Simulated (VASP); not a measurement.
# SrCr2N2 (P-3m1) in VASP: further runs

One crystal, SrCr2N2, is run at these levels: PBE; tasks: single point.

All numbers are computed with VASP 6.6.1; they aren't measurements. Logs are shortened: lines on timing, memory, paths and dates and some standing lists are left out, and cuts for length are marked.

### Step 1. Starting point

The structure is trigonal, space group P-3m1 (No. 164). The conventional cell has a = 3.320 Å, b = 3.320 Å, c = 6.546 Å, α = 90.00°, β = 90.00°, γ = 120.00°. Sr (site symmetry -3m) has 6 N at 2.79 Å and 6 Cr at 3.16 Å as nearest neighbours. Around Cr (site symmetry 3m) lie 4 N at 1.98 to 2.01 Å. N (site symmetry 3m) is surrounded by 4 Cr at 1.98 to 2.01 Å.

The cell comes from a database or a generator and needn't be the stable form of this composition.

### Step 2. Single point, PBE, collinear spin, typed start

INCAR

```
SYSTEM = SrCr2N2
PREC = Accurate
ENCUT = 520
EDIFF = 1E-6
ISMEAR = 0
SIGMA = 0.1
LREAL = .FALSE.
LASPH = .TRUE.
NELM = 150
ALGO = Normal
ISIF = 2
LWAVE = .FALSE.
LCHARG = .FALSE.
ISPIN = 2
MAGMOM = 0 3 3 0 0
LORBIT = 11
LMAXMIX = 4
GGA = PE
NBANDS = 34
```

KPOINTS

```
Automatic mesh
0
G
  6 6 2
  0 0 0
```

POSCAR

```
SrCr2N2
1.0
    3.3196892269      0.0000000000      0.0000000000
   -1.6598446134      2.8749352031      0.0000000000
    0.0000000000      0.0000000000      6.5462810131
Sr Cr N
1 2 2
Direct
    0.0000000000      0.0000000000      0.5000000000
    0.6666666700      0.3333333300      0.1164120000
    0.3333333300      0.6666666700      0.8835880000
    0.6666666700      0.3333333300      0.8091180000
    0.3333333300      0.6666666700      0.1908820000
```

Potentials or basis: VASP PAW PBE potentials, release 64 (Sr_sv, Cr_pv, N).

Started as:

```
$ cat potpaw_PBE.64/Sr_sv/POTCAR potpaw_PBE.64/Cr_pv/POTCAR potpaw_PBE.64/N/POTCAR > POTCAR
$ mpirun -np 1 vasp_std > vasp.out
```

OUTCAR:

```text
SYSTEM = SrCr2N2
   PREC = Accurate
   ENCUT = 520
   EDIFF = 1E-6
   ISMEAR = 0
   LREAL = .FALSE.
   LASPH = .TRUE.
   NELM = 150
   ISIF = 2
   ISPIN = 2
   LORBIT = 11
   GGA = PE

 ion  position               nearest neighbor table
   1  0.000  0.000  0.500-   4 2.79   5 2.79   5 2.79   4 2.79   4 2.79   5 2.79   2 3.16   3 3.16
                             3 3.16   2 3.16   3 3.16   2 3.16
   2  0.667  0.333  0.116-   5 1.98   5 1.98   5 1.98   4 2.01   3 2.45   3 2.45   3 2.45   1 3.16
                             1 3.16   1 3.16
   3  0.333  0.667  0.884-   4 1.98   4 1.98   4 1.98   5 2.01   2 2.45   2 2.45   2 2.45   1 3.16
                             1 3.16   1 3.16
   4  0.667  0.333  0.809-   3 1.98   3 1.98   3 1.98   2 2.01   1 2.79   1 2.79   1 2.79
   5  0.333  0.667  0.191-   2 1.98   2 1.98   2 1.98   3 2.01   1 2.79   1 2.79   1 2.79

  LATTYP: Found a hexagonal cell.
 ALAT       =     3.3196892269
 C/A-ratio  =     1.9719559771

  Lattice vectors:

 A1 = (   3.3196892269,   0.0000000000,   0.0000000000)
 A2 = (  -1.6598446134,   2.8749352031,   0.0000000000)
 A3 = (   0.0000000000,   0.0000000000,   6.5462810131)

Analysis of symmetry for initial positions (statically):
=====================================================================
 Subroutine PRICEL returns:
 Original cell was already a primitive cell.

 Routine SETGRP: Setting up the symmetry group for a
 hexagonal supercell.

 Subroutine GETGRP returns: Found 12 space group operations
 (whereof 12 operations were pure point group operations)
 out of a pool of 24 trial point group operations.

The static configuration has the point symmetry D_3d.

Analysis of symmetry for dynamics (positions and initial velocities):
=====================================================================
 Subroutine PRICEL returns:
 Original cell was already a primitive cell.

 Routine SETGRP: Setting up the symmetry group for a
 hexagonal supercell.

 Subroutine GETGRP returns: Found 12 space group operations
 (whereof 12 operations were pure point group operations)
 out of a pool of 24 trial point group operations.

The dynamic configuration has the point symmetry D_3d.

Analysis of structural, dynamic, and magnetic symmetry:
=====================================================================
 Subroutine PRICEL returns:
 Original cell was already a primitive cell.

 Routine SETGRP: Setting up the symmetry group for a
 hexagonal supercell.

 Subroutine GETGRP returns: Found 12 space group operations
 (whereof 12 operations were pure point group operations)
 out of a pool of 24 trial point group operations.

The overall configuration has the point symmetry D_3d.

[... 128 lines left out ...]
 maximum number of plane-waves:      1710
 NGX is ok and might be reduce to    28
   NGX = 13   NGY = 13   NGZ = 25

 number of electron      43.9999993 magnetization       0.9309371

 Free energy of the ion-electron system (eV)
  ---------------------------------------------------
  ext. energy  EPLUGINS =         0.00000000
  ---------------------------------------------------
  free energy    TOTEN  =       -39.31621404 eV

  energy without entropy =      -39.29439542  energy(sigma->0) =      -39.30530473

 E-fermi :   7.8527     XC(G=0): -11.8527

 val. band max:        7.8477940874   @ k =   0.5000   0.0000   0.0000
 cond. band min:       7.8742022875   @ k =   0.3333   0.0000   0.5000
 fundamental gap:      0.0264082001
 Fermi energy:         7.8526977761

 spin component 1

 k-point     1 :       0.0000    0.0000    0.0000
  band No.  band energies     occupation
      1     -36.1342      1.00000
      2     -36.1342      1.00000
      3     -35.8999      1.00000
      4     -35.8999      1.00000
      5     -35.7883      1.00000
      6     -35.4776      1.00000
[... 507 lines left out ...]
     33      14.1748      0.00000
     34      14.5008      0.00000
 Fermi energy:         7.8526977761

 spin component 2

 k-point     1 :       0.0000    0.0000    0.0000
  band No.  band energies     occupation
      1     -35.6031      1.00000
      2     -35.6031      1.00000
      3     -35.3642      1.00000
      4     -35.3642      1.00000
      5     -35.3551      1.00000
      6     -35.0388      1.00000
[... 507 lines left out ...]
     33      14.2251      0.00000
     34      15.1807      0.00000

------------------------ aborting loop because EDIFF is reached ----------------------------------------

  FORCE on cell =-STRESS in cart. coord.  units (eV):
  Direction    XX          YY          ZZ          XY          YZ          ZX
  --------------------------------------------------------------------------------------
  -------------------------------------------------------------------------------------
  Total        0.0036380      0.0036380      0.0662896      0.0000000      0.0000000      0.0000000
  in kB        0.0932948      0.0932948      1.6999484      0.0000000      0.0000000      0.0000000
  external PRESSURE =       0.6288460 kB  Pullay stress =       0.0000000 kB

 VOLUME and BASIS-vectors are now :
 -----------------------------------------------------------------------------
  energy-cutoff  :      520.00
  volume of cell :       62.48
      direct lattice vectors                 reciprocal lattice vectors
     3.319689227  0.000000000  0.000000000     0.301233017  0.173916963  0.000000000
    -1.659844613  2.874935203  0.000000000     0.000000000  0.347833926  0.000000000
     0.000000000  0.000000000  6.546281013     0.000000000  0.000000000  0.152758490

 POSITION                                       TOTAL-FORCE (eV/Angst)
 -----------------------------------------------------------------------------------
      0.00000      0.00000      3.27314         0.000000      0.000000     -0.000000
      1.65984      0.95831      0.76207         0.000000     -0.000000     -0.186709
     -0.00000      1.91662      5.78422        -0.000000      0.000000      0.186709
      1.65984      0.95831      5.29671         0.000000     -0.000000     -0.165597
     -0.00000      1.91662      1.24957        -0.000000      0.000000      0.165597
 -----------------------------------------------------------------------------------
    total drift:                               -0.000000      0.000000     -0.000000

  FREE ENERGIE OF THE ION-ELECTRON SYSTEM (eV)
  ---------------------------------------------------
  free  energy   TOTEN  =       -39.3162140386 eV

  energy  without entropy=      -39.2943954186  energy(sigma->0) =      -39.30530473

 total charge

# of ion       s       p       d       tot
------------------------------------------
    1        2.027   5.789   0.399   8.215
    2        0.351   6.388   4.369  11.109
    3        0.351   6.388   4.369  11.109
    4        1.247   2.427   0.000   3.674
    5        1.247   2.427   0.000   3.674
--------------------------------------------------
tot          5.225  23.419   9.137  37.781

 magnetization (x)

# of ion       s       p       d       tot
------------------------------------------
    1       -0.002   0.005  -0.020  -0.017
    2        0.008   0.008   0.472   0.488
    3        0.008   0.008   0.472   0.488
    4       -0.002  -0.027   0.000  -0.029
    5       -0.002  -0.027   0.000  -0.029
--------------------------------------------------
tot          0.008  -0.032   0.925   0.901
```

stdout:

```text
POSCAR found type information on POSCAR SrCrN
 POSCAR found :  3 types and       5 ions
 scaLAPACK will be used
 LDA part: xc-table for (Slater+PW92), standard interpolation
 POSCAR, INCAR and KPOINTS ok, starting setup
 FFT: planning ... GRIDC
 FFT: planning ... GRID_SOFT
 FFT: planning ... GRID
 WAVECAR not read
 entering main loop
```

Run time: 59 s. Hardware: 1 thread of AMD EPYC 9R45 (Zen 5), shared host; peak memory 0.21 GiB.

What came out:

```yaml
Free_energy: -39.3162 eV
Pressure: 0.1 GPa
Largest_force: 0.187 eV/Å
Band_gap_on_the_k_mesh: none (metal or under the smearing width)
Net_moment: 0.93 μB per cell
Site_moments: Sr -0.02; Cr +0.49; N -0.03 μB
Valence_electrons_inside_the_program's_atomic_spheres: Sr 8.21; Cr 11.11; N 3.67
```

Forces in eV/Å, atoms in the order of the input:
```
Sr   0.000  0.000  0.000
Cr   0.000  0.000 -0.187
Cr   0.000  0.000  0.187
N    0.000  0.000 -0.166
N    0.000  0.000  0.166
```

Caveat: the k mesh is coarse (spacing up to 0.48 Å⁻¹), so the values aren't converged.

### Step 3. Single point, PBE, collinear spin, twin_end start

INCAR

```
  ALGO = Normal
  EDIFF = 1E-6
  ENCUT = 520
  GGA = PE
  ISIF = 2
  ISMEAR = 0
  ISPIN = 2
  LASPH = True
  LCHARG = False
  LMAXMIX = 4
  LORBIT = 11
  LREAL = False
  LWAVE = False
  MAGMOM = 0.04 1.01 1.01 -0.06 -0.06
  NBANDS = 34
  NELM = 150
  PREC = Accurate
  SIGMA = 0.1
```

KPOINTS

```
k-points
0
Gamma
  3 3 1
```

POSCAR

```
SrCr2N2
1.0
    3.3196892269      0.0000000000      0.0000000000
   -1.6598446134      2.8749352031      0.0000000000
    0.0000000000      0.0000000000      6.5462810131
Sr Cr N
1 2 2
Direct
    0.3930000000      0.1110000000      0.9240000000
    1.0596666667      0.4443333333      0.5404120000
    0.7263333333      0.7776666667      1.3075880000
    1.0596666667      0.4443333333      1.2331180000
    0.7263333333      0.7776666667      0.6148820000
```

Potentials or basis: VASP PAW PBE potentials, release 64 (Sr_sv, Cr_pv, N).

Started as:

```
$ cat potpaw_PBE.64/Sr_sv/POTCAR potpaw_PBE.64/Cr_pv/POTCAR potpaw_PBE.64/N/POTCAR > POTCAR
$ mpirun -np 1 vasp_std > vasp.out
```

Wall time 19 s (1 thread of AMD EPYC 9R45 (Zen 5), shared host); peak memory 0.19 GiB.

The run converged. Its results:

```
Free energy                                           : -39.2076 eV
Pressure                                              : 1.0 GPa
Largest force                                         : 0.261 eV/Å
Band gap on the k mesh                                : none (metal or under the smearing width)
Net moment                                            : 0.21 μB per cell
Site moments                                          : Sr -0.02; Cr +0.13; N -0.01 μB
Valence electrons inside the program's atomic spheres : Sr 8.20; Cr 11.11; N 3.67
```

Forces on the atoms (eV/Å):
```
Sr   0.000  0.000  0.000
Cr   0.000  0.000  0.210
Cr   0.000  0.000 -0.210
N    0.000  0.000  0.261
N    0.000  0.000 -0.261
```

Stress tensor (GPa, compression positive):
```
-0.93  0.00  0.00
 0.00 -0.93  0.00
 0.00  0.00  4.90
```

Levels at points of the mesh, in eV from the Fermi level:
Spin up:
```
           k point  band 18  band 19  band 20  band 21  band 22  band 23  band 24  band 25  band 26  band 27
(0.00, 0.00, 0.00)    -4.92    -1.34    -1.34    -0.51     0.80     0.98     0.98     2.34     3.08     3.08
```
Spin down:
| k point | band 18 | band 19 | band 20 | band 21 | band 22 | band 23 | band 24 | band 25 | band 26 | band 27 |
| --- | --- | --- | --- | --- | --- | --- | --- | --- | --- | --- |
| (0.00, 0.00, 0.00) | -4.87 | -1.29 | -1.29 | -0.43 | 0.87 | 1.04 | 1.04 | 2.36 | 3.14 | 3.14 |

Caveat: the k mesh is coarse (spacing up to 0.96 Å⁻¹), so the values aren't converged.
